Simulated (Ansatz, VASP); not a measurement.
# SiO2: VASP beside Ansatz

One calculation is typed for both programs; each brings its own data sets. How far apart do they land? The cell is taken from a series of runs on this material, whose earlier steps may have relaxed, scaled, displaced or heated it; both programs get it as it stands.

Program: Ansatz 0.2.0. Level of theory: plane waves, with VASP 6.6.1 beside it; PBE0 form with 15 % exact exchange with an exact-exchange share of 0.15. Results are calculated unless marked as measured.

## 1. The structure

The structure is trigonal, space group P3_221 (No. 154). Conventional cell: a = 4.916 Å, b = 4.916 Å, c = 5.408 Å, α = 90.00°, β = 90.00°, γ = 120.00°. Si has 4 O at 1.61 Å nearest. O has 2 Si at 1.61 Å nearest. Farther neighbours and most contacts between anions are not listed.

Coordinates:

```xyz
9
Lattice="4.9164 0.0000 0.0000 -2.4582 4.2577 0.0000 0.0000 0.0000 5.4084" Properties=species:S:1:pos:R:3 pbc="T T T"
Si    2.3094    0.0000    3.6056
Si   -1.1547    2.0000    1.8028
Si    1.3035    2.2577    0.0000
O     1.3754    1.1393    4.2487
O     3.2420    0.6215    2.4459
O     2.7571    2.4970    0.6431
O     0.2990    1.7607    1.1597
O    -1.0828    3.1184    2.9625
O     0.7839    3.6362    4.7653
```

## 2. VASP: G0W0 gap, PBE0 form with 15 % exact exchange with an exact-exchange share of 0.15

Quasiparticle shifts depend on high empty states and on the cores, so they are the hardest test of two PAW sets.

Lines of VASP's logs that name or quote its potential files are left out, and so is its time.

The run reads the wave functions of an earlier VASP run, which isn't shown here.

INCAR reads:

```
SYSTEM = SiO2
PREC = Accurate
ENCUT = 440
ISMEAR = 0
SIGMA = 0.01
LREAL = .FALSE.
LHFCALC = .TRUE.
AEXX = 0.15
GGA = PE
LASPH = .TRUE.
NBANDS = 496
PRECFOCK = Fast
ALGO = EVGW0
NELMGW = 1
ENCUTGW = 150
NOMEGA = 64
NBANDSGW = 32
LWAVE = .FALSE.
LCHARG = .FALSE.
```

POSCAR reads:

```
SiO2
1.0
    4.9163600000      0.0000000000      0.0000000000
   -2.4581800000      4.2576926541      0.0000000000
    0.0000000000      0.0000000000      5.4084000000
Si O
3 6
Direct
    0.4697300000      0.0000000000      0.6666666667
    0.0000000000      0.4697300000      0.3333333333
    0.5302700000      0.5302700000      0.0000000000
    0.4135400000      0.2675800000      0.7855800000
    0.7324200000      0.1459600000      0.4522466667
    0.8540400000      0.5864600000      0.1189133333
    0.2675800000      0.4135400000      0.2144200000
    0.1459600000      0.7324200000      0.5477533333
    0.5864600000      0.8540400000      0.8810866667
```

KPOINTS reads:

```
Automatic mesh
0
Gamma
6 6 2
0 0 0
```

PAW data sets: Si_GW and O_GW (PBE family, release 64).

Launch:

```
> mpirun -np 8 vasp_std
```

Numbers of over 12 decimals in the logs are rounded to 6 here.

The log of the run:

```text
[banner, memory and clock lines left out]
running    8 mpi-ranks, on    1 nodes
 distrk:  each k-point on    8 cores,    1 groups
 distr:  one band on    1 cores,    8 groups

 POSCAR found type information on POSCAR SiO
 POSCAR found :  2 types and       9 ions
|                                                                             |
|           W    W    AA    RRRRR   N    N  II  N    N   GGGG   !!!           |
|           W    W   A  A   R    R  NN   N  II  NN   N  G    G  !!!           |
|           W    W  A    A  R    R  N N  N  II  N N  N  G       !!!           |
|           W WW W  AAAAAA  RRRRR   N  N N  II  N  N N  G  GGG   !            |
|           WW  WW  A    A  R   R   N   NN  II  N   NN  G    G                |
|           W    W  A    A  R    R  N    N  II  N    N   GGGG   !!!           |
|                                                                             |
|     For optimal performance we recommend to set                             |
|       NCORE = 2 up to number-of-cores-per-socket                            |
|     NCORE specifies how many cores store one orbital (NPAR=cpu/NCORE).      |
|     This setting can greatly improve the performance of VASP for DFT.       |
|     The default, NCORE=1 might be grossly inefficient on modern             |
|     multi-core architectures or massively parallel machines. Do your        |
|     Unfortunately you need to use the default for GW and RPA                |
|     calculations (for HF NCORE is supported but not extensively tested      |
|     yet).                                                                   |
|                                                                             |

|                                                                             |
|           W    W    AA    RRRRR   N    N  II  N    N   GGGG   !!!           |
|           W    W   A  A   R    R  NN   N  II  NN   N  G    G  !!!           |
|           W    W  A    A  R    R  N N  N  II  N N  N  G       !!!           |
|           W WW W  AAAAAA  RRRRR   N  N N  II  N  N N  G  GGG   !            |
|           WW  WW  A    A  R   R   N   NN  II  N   NN  G    G                |
|           W    W  A    A  R    R  N    N  II  N    N   GGGG   !!!           |
|                                                                             |
|     The default for ENCUTGWSOFT is different in this version of VASP.       |
|     please manually set ENCUTGWSOFT =150 in the INCAR file.                 |
|                                                                             |

 LDA part: xc-table for (Slater+PW92), standard interpolation
 found WAVECAR, reading the header
 POSCAR, INCAR and KPOINTS ok, starting setup
 FFT: planning ... GRIDC
 FFT: planning ... GRID_SOFT
 FFT: planning ... GRID
 reading WAVECAR
 the WAVECAR file was read successfully
 initial charge from wavefunction
 available memory per node:    130.83 GB, setting MAXMEM to    133974

 The Fermi energy was updated, please check that it is located mid-gap
 values below the HOMO (VB) or above the LUMO (CB) will cause erroneous energies
 E-fermi :   3.6246

 calculate exact exchange contribution
 the WAVEDER file was read successfully
energies w=
    0.000    0.000    0.606    0.000    1.211    0.000    1.814    0.000
    2.412    0.000    3.005    0.000    3.592    0.000    4.173    0.000
    4.746    0.000    5.311    0.000    5.869    0.000    6.419    0.000
    6.961    0.000    7.496    0.000    8.025    0.000    8.547    0.000
    9.064    0.000    9.576    0.000   10.084    0.000   10.589    0.000
   11.093    0.000   11.595    0.000   12.098    0.000   12.603    0.000
   13.110    0.000   13.621    0.000   14.138    0.000   14.661    0.000
   15.194    0.000   15.736    0.000   16.290    0.000   16.859    0.000
   17.444    0.000   18.048    0.000   18.674    0.000   19.325    0.000
   20.004    0.000   20.715    0.000   21.464    0.000   22.253    0.000
   23.092    0.000   23.986    0.000   24.942    0.000   25.972    0.000
   27.086    0.000   28.299    0.000   29.627    0.000   31.090    0.000
   32.715    0.000   34.532    0.000   36.581    0.000   38.914    0.000
   41.598    0.000   44.720    0.000   48.402    0.000   52.810    0.000
   58.184    0.000   64.879    0.000   73.446    0.000   84.787    0.000
  100.491    0.000  123.633    0.000  161.059    0.000  231.703    0.000
 responsefunction array rank=     496
 LDA part: xc-table for (Slater+PW92), standard interpolation

 min. memory requirement per mpi rank    641.4 MB, per node   5131.0 MB

 allocating   8 responsefunctions rank=   496
 shmem allocating  64 responsefunctions rank=   496
 response function shared by NCSHMEM nodes    1
 Doing            8  frequencies on each core in blocks of           64
NQ=   1    0.0000    0.0000    0.0000,
|.........|.........|.........|.........|.........|.........|.........|.........
 performed       2075000 updates of chi_q(r,r)
 total number of BLAS operations       3437.69 Gflops
NQ=   2    0.1667    0.0000    0.0000,
|.........|.........|.........|.........|.........|.........|.........|.........
 performed       5610000 updates of chi_q(r,r)
 total number of BLAS operations       9819.94 Gflops
NQ=   3    0.3333    0.0000    0.0000,
|.........|.........|.........|.........|.........|.........|.........|.........
 performed       9145000 updates of chi_q(r,r)
 total number of BLAS operations      16337.26 Gflops
NQ=   4    0.5000    0.0000    0.0000,
|.........|.........|.........|.........|.........|.........|.........|.........
 performed      11792000 updates of chi_q(r,r)
 total number of BLAS operations      21216.28 Gflops
NQ=   5    0.1667    0.1667    0.0000,
|.........|.........|.........|.........|.........|.........|.........|.........
 performed      14883000 updates of chi_q(r,r)
 total number of BLAS operations      26656.28 Gflops
NQ=   6    0.3333    0.1667    0.0000,
|.........|.........|.........|.........|.........|.........|.........|.........
 performed      18799000 updates of chi_q(r,r)
 total number of BLAS operations      33726.10 Gflops
NQ=   7    0.3333    0.3333    0.0000,
|.........|.........|.........|.........|.........|.........|.........|.........
 performed      21065000 updates of chi_q(r,r)
 total number of BLAS operations      38061.10 Gflops
NQ=   8    0.0000    0.0000    0.5000,
|.........|.........|.........|.........|.........|.........|.........|.........
 performed      23140000 updates of chi_q(r,r)
 total number of BLAS operations      41667.02 Gflops
NQ=   9    0.1667    0.0000    0.5000,
|.........|.........|.........|.........|.........|.........|.........|.........
 performed      26675000 updates of chi_q(r,r)
 total number of BLAS operations      47862.54 Gflops
NQ=  10    0.3333    0.0000    0.5000,
|.........|.........|.........|.........|.........|.........|.........|.........
 performed      30210000 updates of chi_q(r,r)
 total number of BLAS operations      54111.14 Gflops
NQ=  11    0.5000    0.0000    0.5000,
|.........|.........|.........|.........|.........|.........|.........|.........
 performed      32857000 updates of chi_q(r,r)
 total number of BLAS operations      58670.31 Gflops
NQ=  12    0.1667    0.1667    0.5000,
|.........|.........|.........|.........|.........|.........|.........|.........
 performed      35948000 updates of chi_q(r,r)
 total number of BLAS operations      63994.94 Gflops
NQ=  13    0.3333    0.1667    0.5000,
|.........|.........|.........|.........|.........|.........|.........|.........
 performed      39864000 updates of chi_q(r,r)
 total number of BLAS operations      71154.35 Gflops
NQ=  14    0.3333    0.3333    0.5000,
|.........|.........|.........|.........|.........|.........|.........|.........
 performed      42130000 updates of chi_q(r,r)
 total number of BLAS operations      75436.32 Gflops
 resolving degeneracies of screened two electron integrals

 calculate QP shifts <psi_nk| G(iteration)W_0 |psi_nk>: iteration 1
 entering main loop
```

From OUTCAR (step 2):

```text
ion  position               nearest neighbor table
   1  0.470  0.000  0.667-   4 1.61   8 1.61   9 1.61   5 1.61   3 3.06   3 3.06   2 3.06   2 3.06

  LATTYP: Found a hexagonal cell.
 ALAT       =     4.9163600000
 C/A-ratio  =     1.1000821746

 Subroutine GETGRP returns: Found  6 space group operations
 (whereof  2 operations were pure point group operations)

The static configuration has the point symmetry C_2 .
 The point group associated with its full space group is D_3 .

 Found     14 irreducible k-points:

   k-points           NKPTS =     14   k-points in BZ     NKDIM =     72   number of bands    NBANDS=    496

   dimension x,y,z NGX =    36 NGY =   36 NGZ =   40
   dimension x,y,z NGXF=    72 NGYF=   72 NGZF=   80

   ENCUT  =  440.0 eV  32.34 Ry    5.69 a.u.   8.41  8.41  9.25*2*pi/ulx,y,z

   NELECT =      48.0000    total number of electrons

  energy-cutoff  :      440.00
  volume of cell :      113.21
      direct lattice vectors                 reciprocal lattice vectors
     4.916360000  0.000000000  0.000000000     0.203402517  0.117434498  0.000000000
    -2.458180000  4.257692654  0.000000000     0.000000000  0.234868996  0.000000000
     0.000000000  0.000000000  5.408400000     0.000000000  0.000000000  0.184897567

 k-points in reciprocal lattice and weights: Automatic mesh
   0.00000000  0.00000000  0.00000000       0.014
   0.16666667  0.00000000  0.00000000       0.083
   0.33333333  0.00000000  0.00000000       0.083
   0.50000000  0.00000000  0.00000000       0.042
   0.16666667  0.16666667  0.00000000       0.083
   0.33333333  0.16666667  0.00000000       0.167
   0.33333333  0.33333333  0.00000000       0.028
   0.00000000  0.00000000  0.50000000       0.014
   0.16666667  0.00000000  0.50000000       0.083
[...]
0.33333333  0.16666667  0.50000000       0.167
   0.33333333  0.33333333  0.50000000       0.028

 E-fermi :   3.6246

 QP shifts <psi_nk| G(iteration)W_0 |psi_nk>: iteration 1
 for sc-GW calculations column KS-energies equals QP-energies in previous step
 and V_xc(KS)=  KS-energies - (<T + V_ion + V_H > + <T+V_H+V_ion>^1  + <V_x>^1)
 k-point   1 :       0.0000    0.0000    0.0000
  band No.  KS-energies  QP-energies   sigma(KS)   V_xc(KS)     V^pw_x(r,r')   Z            occupation Imag(sigma)
    ...
     21      -1.1915      -2.4495     -21.3987     -19.8723     -24.9540       0.8242       2.0000       0.0507
     22      -0.8629      -2.0711     -21.7273     -20.2628     -25.2733       0.8250       2.0000       0.0498
     23      -0.4781      -1.6502     -21.7983     -20.3784     -25.2982       0.8255       2.0000       0.0485
     24      -0.4781      -1.6502     -21.7983     -20.3784     -25.2982       0.8255       2.0000       0.0485
     25       7.3992       8.2564      -9.1479     -10.1208      -6.0498       0.8811       0.0000      -0.0407
     26      10.7925      11.8491      -8.4669      -9.6758      -4.9649       0.8741       0.0000      -0.0491
     27      10.7925      11.8491      -8.4669      -9.6758      -4.9649       0.8741       0.0000      -0.0491
     28      11.2837      12.4499      -9.2602     -10.6013      -5.7506       0.8696       0.0000      -0.0498
    ...

 k-point   2 :       0.1667    0.0000    0.0000
  band No.  KS-energies  QP-energies   sigma(KS)   V_xc(KS)     V^pw_x(r,r')   Z            occupation Imag(sigma)
    ...
     21      -1.1904      -2.4437     -21.4181     -19.8979     -24.9623       0.8244       2.0000       0.0507
     22      -0.9637      -2.1890     -21.6427     -20.1580     -25.1811       0.8252       2.0000       0.0499
     23      -0.4237      -1.5857     -21.9472     -20.5397     -25.4707       0.8256       2.0000       0.0487
     24      -0.3858      -1.5379     -21.9376     -20.5433     -25.4524       0.8263       2.0000       0.0485
     25       7.8334       8.7364      -9.4201     -10.4487      -6.3267       0.8779       0.0000      -0.0411
     26      10.7785      11.8750      -8.6287      -9.8837      -5.0915       0.8737       0.0000      -0.0494
     27      10.8449      11.9352      -8.5790      -9.8280      -5.0181       0.8729       0.0000      -0.0499
     28      11.3179      12.4800      -9.1365     -10.4723      -5.6260       0.8700       0.0000      -0.0498
    ...

 k-point   3 :       0.3333    0.0000    0.0000
  band No.  KS-energies  QP-energies   sigma(KS)   V_xc(KS)     V^pw_x(r,r')   Z            occupation Imag(sigma)
    ...
     21      -1.2035      -2.4439     -21.5355     -20.0321     -25.0498       0.8251       2.0000       0.0502
     22      -1.0108      -2.2423     -21.6293     -20.1359     -25.1738       0.8246       2.0000       0.0504
     23      -0.4055      -1.5585     -22.0378     -20.6420     -25.5753       0.8260       2.0000       0.0488
     24      -0.2457      -1.3699     -22.1352     -20.7742     -25.6673       0.8260       2.0000       0.0485
     25       8.8684       9.8840      -9.8385     -10.9966      -6.6891       0.8769       0.0000      -0.0431
     26      10.8315      12.0091      -9.4057     -10.7604      -5.9081       0.8693       0.0000      -0.0498
     27      10.9450      12.0963      -8.8311     -10.1510      -5.2376       0.8722       0.0000      -0.0504
     28      11.4380      12.5837      -9.1229     -10.4410      -5.6539       0.8692       0.0000      -0.0498
    ...

 k-point   4 :       0.5000    0.0000    0.0000
  band No.  KS-energies  QP-energies   sigma(KS)   V_xc(KS)     V^pw_x(r,r')   Z            occupation Imag(sigma)
    ...
     21      -1.2130      -2.4526     -21.5466     -20.0451     -25.0472       0.8256       2.0000       0.0500
     22      -0.9649      -2.1894     -21.6958     -20.2101     -25.2464       0.8242       2.0000       0.0505
     23      -0.4292      -1.5799     -22.0264     -20.6328     -25.5614       0.8257       2.0000       0.0488
     24      -0.1887      -1.3011     -22.2110     -20.8640     -25.7490       0.8258       2.0000       0.0485
     25       9.7477      10.8777      -9.9894     -11.2861      -6.6620       0.8714       0.0000      -0.0465
     26      10.4916      11.6359     -10.1493     -11.4673      -6.9487       0.8682       0.0000      -0.0466
     27      11.2141      12.3193      -8.7061      -9.9719      -5.2062       0.8731       0.0000      -0.0492
     28      11.2319      12.4365      -9.3167     -10.7022      -5.7721       0.8695       0.0000      -0.0510
    ...

[... 4 further parts left out ...]
```

[end of part 1 of 2]

[Lines on the potential files, build, host, timing and source positions are cut from VASP's logs without a mark.]

[Logs are printed without paths, hosts, clocks, repeated set-up lines and the standing remarks that a program may print on its own settings, such as how far it seeks lower states.]

[Hosts, paths, dates, database ids (printed as entryN), source tags and the programs' standing remarks are cut or masked in the printed files.]
